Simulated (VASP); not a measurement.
The cell holds one MgO (rock salt) (110) slab, with vacuum along c, ions free to move until forces fall under 0.03 eV/Å, no reconstruction beyond this cell, dipole correction on. Ionisation potential and electron affinity count from the cell's own band edges, surface states included.

Data:

```yaml
crystal:
  lattice:
    - [2.97692, 0.00000, 0.00000]
    - [0.00000, 4.21000, 0.00000]
    - [0.00000, 0.00000, 26.90768]
  atoms:
    - { symbol: Mg, position: [0.00000, 0.00000, 0.31063] }
    - { symbol: Mg, position: [0.50000, 0.50000, 0.35847] }
    - { symbol: Mg, position: [0.00000, 0.00000, 0.41771] }
    - { symbol: Mg, position: [0.50000, 0.50000, 0.47164] }
    - { symbol: Mg, position: [0.00000, 0.00000, 0.52836] }
    - { symbol: Mg, position: [0.50000, 0.50000, 0.58229] }
    - { symbol: Mg, position: [0.00000, 0.00000, 0.64153] }
    - { symbol: Mg, position: [0.50000, 0.50000, 0.68937] }
    - { symbol: O, position: [0.50000, 0.00000, 0.36061] }
    - { symbol: O, position: [0.00000, 0.50000, 0.30737] }
    - { symbol: O, position: [0.50000, 0.00000, 0.47217] }
    - { symbol: O, position: [0.00000, 0.50000, 0.41687] }
    - { symbol: O, position: [0.50000, 0.00000, 0.58313] }
    - { symbol: O, position: [0.00000, 0.50000, 0.52783] }
    - { symbol: O, position: [0.50000, 0.00000, 0.69263] }
    - { symbol: O, position: [0.00000, 0.50000, 0.63939] }
```

Level of theory: PBEsol GGA, VASP's PBE PAW potentials (set 64) (plane waves; VASP). Numerical set-up: 450 eV cut-off, 7×5×1 Γ-centred mesh, Gaussian smearing of 0.050 eV, potentials Mg O.

Slab and bulk use different k-meshes, so the surface energy is good to a few per cent at best.

Predict its surface energy, ionisation potential, electron affinity, band gap (on the k-mesh).

surface energy: 2.36 J/m^2
ionisation potential: 4.68 eV
electron affinity: 2.55 eV
band gap (on the k-mesh): 2.13 eV

The cell is a thin slab with vacuum, built from MgO (rock salt): (110) face.
